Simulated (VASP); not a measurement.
```
CELL_PARAMETERS angstrom
      0.00000     3.28910     3.28910
      3.28910     0.00000     3.28910
      3.28910     3.28910     0.00000
ATOMIC_POSITIONS crystal
  Hg 0.00000 0.00000 0.00000
  Te 0.75000 0.75000 0.75000
```

Method: r2SCAN meta-GGA, VASP's PBE PAW potentials (set 64) (plane waves; VASP). Run with PREC = Normal, EDIFF = 1E-5, 400 eV cut-off, 8×8×8 Γ-centred mesh, Gaussian smearing of 0.050 eV, potentials Hg Te.

Unless said otherwise, spin-orbit coupling is left out, though it shifts the bands of the heavy elements here.

What does the run give for the energy per atom (σ→0), band gap (on the k-mesh) with the smallest direct gap where there is one?

```
Property                                                    Result
------------------------  ----------------------------------------
band gap (on the k-mesh)  none (metal, semimetal or under 0.01 eV)
energy per atom (σ→0)                              -37.581 eV/atom
```

Only differences to runs with the same potentials and settings are physical.

The compound is HgTe in the zinc blende structure. It was relaxed first, which changed the volume by +6 %.
